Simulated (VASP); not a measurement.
Consider the following.

```xyz
6
Lattice="4.7362 0.0000 0.0000 0.0000 4.7362 0.0000 0.0000 0.0000 3.0275" Properties=species:S:1:pos:R:3 pbc="T T T"
Ti     0.0000     0.0000     3.0275
Ti     2.3681     2.3681     1.5137
O      1.4443     1.4443     0.0000
O      3.8124     0.9238     1.5137
O      0.9238     3.8124     1.5137
O      3.2919     3.2919     3.0275
```

Level of theory: PBE GGA, VASP's PBE PAW potentials (set 64) (plane waves; VASP 6.6.1). Numerical set-up: 520 eV cut-off, 5×5×7 Γ-centred mesh, Gaussian smearing of 0.050 eV, potentials Ti_sv O.

Question: The ions and cell shape at fixed volume are relaxed. What does this cell relax into?

Answer: 
```xyz
6
Lattice="4.7639 0.0000 0.0000 0.0000 4.7639 0.0000 0.0000 0.0000 2.9923" Properties=species:S:1:pos:R:3 pbc="T T T"
Ti     0.0000     0.0000     0.0000
Ti     2.3820     2.3820     1.4962
O      1.4672     1.4672     0.0000
O      3.8492     0.9147     1.4962
O      0.9147     3.8492     1.4962
O      3.2967     3.2967     0.0000
```
Space group P4_2/mnm (136), at a tolerance of 0.03 Å.

Question: How much energy does the relaxation gain?

Answer: The energy (σ→0) changes by -3.4 meV/atom, in 3 ionic steps.

The compound is TiO2 in the rutile structure. This cell is one point of a volume scan, at 1.06 of the reference volume. Symmetry was kept, so distortions that lower it aren't found.
